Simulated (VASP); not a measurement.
Input for VASP

**KPOINTS**
```
Automatic mesh
0
Gamma
20 20 20
0 0 0
```

**INCAR**
```
# general
SYSTEM  = FeCo
PREC    = Accurate
ENCUT   = 400
LREAL   = .FALSE.
LASPH   = .TRUE.

# electronic loop
EDIFF   = 1E-7
NELM    = 100
ALGO    = Normal
LMAXMIX = 4

# smearing
ISMEAR  = -5

# functional
GGA     = PS

# ions
ISIF    = 2

# output
LWAVE   = .FALSE.
LCHARG  = .TRUE.
LORBIT  = 11
NEDOS   = 601
```

### POSCAR
```
FeCo
1
    1.1988559754     0.6921594345     3.9422986805
   -1.1988559754     0.6921594345     3.9422986805
    0.0000000000    -1.3843199340     3.9422986891
Fe Co
1 1
Direct
  0.0000000000   0.0000000000   0.0000000000
  0.5000000000   0.5000000000   0.5000000000
```

POTCAR, in this order: Fe Co (PBE.64 set). Program: vasp_std.

Write an equivalent input for Ansatz.

One equivalent input (not run):
Ansatz 0.2 input:
```yaml
crystal:
  lattice:
    - [1.1988560, 0.6921594, 3.9422987]
    - [-1.1988560, 0.6921594, 3.9422987]
    - [0.0000000, -1.3843199, 3.9422987]
  atoms:
    - { symbol: Fe, position: [0.0000000, 0.0000000, 0.0000000] }
    - { symbol: Co, position: [0.5000000, 0.5000000, 0.5000000] }
kpoints:
  mp_grid: { grid: [20, 20, 20] }
hamiltonian:
  xc: pbesol
  pseudopotentials: { kind: paw }
scf:
  occupations: { method: tetrahedron }
  max_iter: 100
output: { forces: true, stress: true, eigenvalues: true }
```
The two are equivalent in intent, not identical: each code has its own PAW files, so the cut-off isn't converted (ENCUT is set for VASP's; basis.ecutwfc is left out, and Ansatz then takes the one that its files recommend); Ansatz stops its SCF on the density residual and VASP on the energy change (EDIFF).

The structure was generated: FeCo was put into the CuPt type (R-3m), which need not be its known phase. It was relaxed first, which changed the volume by +9 %.
